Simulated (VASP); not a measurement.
All values below come from rev-vdW-DF2, VASP's PBE PAW potentials (set 64) (plane waves; VASP 6.6.1).

VASP input:

### POSCAR
```
Rh
1
    0.0000000000     1.8642655965     1.8642655965
    1.8642655965     0.0000000000     1.8642655965
    1.8642655965     1.8642655965     0.0000000000
Rh
1
Direct
  0.0000000000   0.0000000000   0.0000000000
```

### KPOINTS
```
Regular mesh
0
Gamma
  16 16 16
```

INCAR:
```
# general
SYSTEM  =Rh
PREC    =Accurate
ENCUT   =520   # plane-wave cut-off (eV)
LREAL   =.False.   # projection in real space or not
LASPH   =.True.

# electronic loop
EDIFF   =1E-7   # SCF stop (eV)
NELM    =100   # most electronic steps
ALGO    =Normal
LMAXMIX =4

# smearing
ISMEAR  =1   # Methfessel-Paxton
SIGMA   =0.1   # width (eV)

# functional
GGA     =MK
LUSE_VDW=.True.
AGGAC   =0.0
PARAM1  =0.1234568
PARAM2  =0.7114
ZAB_VDW =-1.8867

# ions
ISIF    =2   # forces and stress, cell fixed

# output
LWAVE   =.False.
LCHARG  =.False.
```

POTCAR, in this order: Rh_pv (PBE.64 set). Program: vasp_std.

The resulting files:

OUTCAR:
```
 ion  position               nearest neighbor table
   1  0.000  0.000  0.000-
  LATTYP: Found a face centered cubic cell.
 ALAT       =     3.7285311930
 Subroutine PRICEL returns:
 Original cell was already a primitive cell.
 Subroutine GETGRP returns: Found 48 space group operations
The static configuration has the point symmetry O_h .
The dynamic configuration has the point symmetry O_h .
 Subroutine INISYM returns: Found 48 space group operations
 Subroutine IBZKPT returns following result:
 Found    145 irreducible k-points:

 Following reciprocal coordinates:
            Coordinates               Weight
  0.000000  0.000000  0.000000      1.000000
  0.062500  0.000000  0.000000      8.000000
  0.125000  0.000000  0.000000      8.000000
  0.187500  0.000000  0.000000      8.000000
  0.250000  0.000000  0.000000      8.000000
  0.312500  0.000000  0.000000      8.000000
  0.375000  0.000000  0.000000      8.000000
  0.437500  0.000000  0.000000      8.000000
  0.500000  0.000000  0.000000      4.000000
  0.062500  0.062500  0.000000      6.000000
  0.125000  0.062500  0.000000     24.000000
  0.187500  0.062500  0.000000     24.000000
  0.250000  0.062500  0.000000     24.000000
  0.312500  0.062500  0.000000     24.000000
  0.375000  0.062500  0.000000     24.000000
  0.437500  0.062500  0.000000     24.000000
  0.500000  0.062500  0.000000     24.000000
 -0.437500  0.062500  0.000000     24.000000
 -0.375000  0.062500  0.000000     24.000000
 -0.312500  0.062500  0.000000     24.000000
 -0.250000  0.062500  0.000000     24.000000
 -0.187500  0.062500  0.000000     24.000000
 -0.125000  0.062500  0.000000     24.000000
 -0.062500  0.062500  0.000000     12.000000
  0.125000  0.125000  0.000000      6.000000
...
```

### OSZICAR
```
       N       E                     dE             d eps       ncg     rms          rms(c)
DAV:   1     0.117744526767E+03    0.11774E+03   -0.94416E+03  3198   0.148E+03
DAV:   2    -0.344059814758E+01   -0.12119E+03   -0.11606E+03  3265   0.391E+02
DAV:   3    -0.489215376248E+01   -0.14516E+01   -0.14459E+01  3664   0.487E+01
DAV:   4    -0.490060676883E+01   -0.84530E-02   -0.84519E-02  3525   0.379E+00
DAV:   5    -0.490073625421E+01   -0.12949E-03   -0.12948E-03  3665   0.433E-01    0.121E+01
DAV:   6    -0.442488072059E+01    0.47586E+00   -0.10551E+00  3334   0.154E+01    0.438E+00
DAV:   7    -0.440133397052E+01    0.23547E-01   -0.30501E-02  3718   0.234E+00    0.190E+00
DAV:   8    -0.439705429757E+01    0.42797E-02   -0.54612E-03  3307   0.122E+00    0.260E-01
DAV:   9    -0.439683168781E+01    0.22261E-03   -0.27564E-04  3646   0.276E-01    0.283E-02
DAV:  10    -0.439683833656E+01   -0.66488E-05   -0.40462E-06  3588   0.264E-02    0.330E-03
DAV:  11    -0.439683829723E+01    0.39333E-07   -0.60482E-07  3640   0.115E-02
   1 F= -.43968383E+01 E0= -.43967392E+01  d E =-.297283E-03
```

**OUTCAR**
```
------------------------ aborting loop because EDIFF is reached ----------------------------------------
  FORCE on cell =-STRESS in cart. coord.  units (eV):
  Direction    XX          YY          ZZ          XY          YZ          ZX
  --------------------------------------------------------------------------------------
  Total        1.6239564      1.6239564      1.6239564     -0.0000000     -0.0000000      0.0000000
  in kB      200.7851522    200.7851522    200.7851522     -0.0000000     -0.0000000      0.0000000
  external PRESSURE =     200.7851522 kB  Pullay stress =       0.0000000 kB
  volume of cell :       12.96
      direct lattice vectors                 reciprocal lattice vectors
     0.000000000  1.864265596  1.864265596    -0.268202128  0.268202128  0.268202128
     1.864265596  0.000000000  1.864265596     0.268202128 -0.268202128  0.268202128
     1.864265596  1.864265596  0.000000000     0.268202128  0.268202128 -0.268202128
 POSITION                                       TOTAL-FORCE (eV/Angst)
 -----------------------------------------------------------------------------------
      0.00000      0.00000      0.00000         0.000000     -0.000000     -0.000000
 -----------------------------------------------------------------------------------
    total drift:                                0.000000      0.000000      0.000000
  FREE ENERGIE OF THE ION-ELECTRON SYSTEM (eV)
  ---------------------------------------------------
  free  energy   TOTEN  =        -4.3968382972 eV

  energy  without entropy=       -4.3965410141  energy(sigma->0) =       -4.39673920
```
(Selected blocks of OUTCAR.)

The compound is Rh in the fcc structure. This cell is one point of a volume scan, at 0.94 of the reference volume.
